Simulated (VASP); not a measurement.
Computed with PBEsol GGA, VASP's PBE PAW potentials (set 64) (plane waves; VASP 6.6.1).

VASP ran on this input.

### POSCAR
```
Li2Pd
1
    4.2051200000     0.0000000000     0.0000000000
   -2.1025600000     3.6417410000     0.0000000000
    0.0000000000     0.0000000000     2.6798600000
Li Pd
2 1
Direct
  0.3333330000   0.6666670000   0.5000000000
  0.6666670000   0.3333330000   0.5000000000
  0.0000000000   0.0000000000   0.0000000000
```

INCAR:
```
# general
SYSTEM  = Li2Pd
PREC    = Accurate
ENCUT   = 400
LREAL   = F
LASPH   = T

# electronic loop
EDIFF   = 1E-6
NELM    = 100
ALGO    = Normal
LMAXMIX = 4

# smearing
ISMEAR  = -1
SIGMA   = 0.1

# functional
GGA     = PS

# ions
ISIF    = 2

# output
LWAVE   = F
LCHARG  = F
```

KPOINTS:
```
Automatic mesh
0
Gamma
9 9 12
0 0 0
```

POTCAR, in this order: Li_sv Pd (PBE.64 set). Program: vasp_std.

Output of the run:

OSZICAR:
```
       N       E                     dE             d eps       ncg     rms          rms(c)
DAV:   1     0.625927102980E+02    0.62593E+02   -0.63233E+03  2056   0.114E+03
DAV:   2    -0.414151493643E+01   -0.66734E+02   -0.60541E+02  2188   0.243E+02
DAV:   3    -0.112274939953E+02   -0.70860E+01   -0.69694E+01  3868   0.538E+01
DAV:   4    -0.113393821880E+02   -0.11189E+00   -0.11124E+00  2396   0.947E+00
DAV:   5    -0.113422378950E+02   -0.28557E-02   -0.28553E-02  3076   0.119E+00    0.572E+00
DAV:   6    -0.110902000606E+02    0.25204E+00   -0.28450E+00  2216   0.173E+01    0.239E+00
DAV:   7    -0.109125270608E+02    0.17767E+00   -0.46536E-01  2208   0.741E+00    0.839E-01
DAV:   8    -0.109000354487E+02    0.12492E-01   -0.28915E-02  2844   0.119E+00    0.363E-01
DAV:   9    -0.108984990444E+02    0.15364E-02   -0.10587E-02  2512   0.993E-01    0.758E-02
DAV:  10    -0.108985445884E+02   -0.45544E-04   -0.23304E-04  2684   0.147E-01    0.260E-02
DAV:  11    -0.108985482204E+02   -0.36320E-05   -0.35279E-05  2488   0.580E-02    0.497E-03
DAV:  12    -0.108985479647E+02    0.25570E-06   -0.13870E-06  2028   0.121E-02
   1 F= -.10898548E+02 E0= -.10883386E+02  d E =-.303243E-01
```

OUTCAR:
```
------------------------ aborting loop because EDIFF is reached ----------------------------------------
  FORCE on cell =-STRESS in cart. coord.  units (eV):
  Direction    XX          YY          ZZ          XY          YZ          ZX
  --------------------------------------------------------------------------------------
  Total       -1.0056651     -1.0056652     -1.2010245      0.0000000     -0.0000000      0.0000000
  in kB      -39.2612737    -39.2612792    -46.8881264      0.0000000     -0.0000000      0.0000000
  external PRESSURE =     -41.8035598 kB  Pullay stress =       0.0000000 kB
  volume of cell :       41.04
      direct lattice vectors                 reciprocal lattice vectors
     4.205120000  0.000000000  0.000000000     0.237805342  0.137296969  0.000000000
    -2.102560000  3.641741000  0.000000000     0.000000000  0.274593937  0.000000000
     0.000000000  0.000000000  2.679860000     0.000000000  0.000000000  0.373153821
 POSITION                                       TOTAL-FORCE (eV/Angst)
 -----------------------------------------------------------------------------------
     -0.00000      2.42783      1.33993         0.000000      0.000000      0.000000
      2.10256      1.21391      1.33993        -0.000000      0.000000      0.000000
      0.00000      0.00000      0.00000         0.000000     -0.000000      0.000000
 -----------------------------------------------------------------------------------
    total drift:                                0.000000      0.000000      0.000000
  FREE ENERGIE OF THE ION-ELECTRON SYSTEM (eV)
  ---------------------------------------------------
  free  energy   TOTEN  =       -10.8985479647 eV

  energy  without entropy=      -10.8682236541  energy(sigma->0) =      -10.88338581
```
(Selected blocks of OUTCAR.)

At this cut-off the stress carries a Pulay error, which pulls relaxed volumes low.

The structure comes from a computed database's Li2Pd entry (P6/mmm); how it stands against other phases isn't given here. The cell was not relaxed at this level.
